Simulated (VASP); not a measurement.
Here is the system:

```xyz
1
Lattice="-1.5207 1.5207 1.5207 1.5207 -1.5207 1.5207 1.5207 1.5207 -1.5207" Properties=species:S:1:pos:R:3 pbc="T T T"
Mo     0.0000     0.0000     0.0000
```

All values below come from PBEsol GGA, VASP's PBE PAW potentials (set 64) (plane waves; VASP 6.6.1). Numerical set-up: 500 eV cut-off, 17×17×17 Γ-centred mesh, first-order Methfessel-Paxton smearing of 0.10 eV, potentials Mo_sv.

Energy and stress use the plane-wave basis of the starting cell.

**Question.** The ions, cell shape and volume at an external pressure of 45.0 GPa are relaxed. Give the cell that the relaxation ends in.

**Answer.** 
```xyz
1
Lattice="-1.5028 1.5028 1.5028 1.5028 -1.5028 1.5028 1.5028 1.5028 -1.5028" Properties=species:S:1:pos:R:3 pbc="T T T"
Mo     3.0057     0.0000     0.0000
```
Space group Im-3m (229), at a tolerance of 0.03 Å.

**Question.** How do energy and volume change from the first to the last step?

**Answer.** The energy (σ→0) changes by +113.9 meV/atom and the volume by -3.5 %, in 4 ionic steps.

The compound is Mo in the bcc structure. This run relaxes it under an external pressure of 45 GPa. Symmetry was kept, so distortions that lower it aren't found.
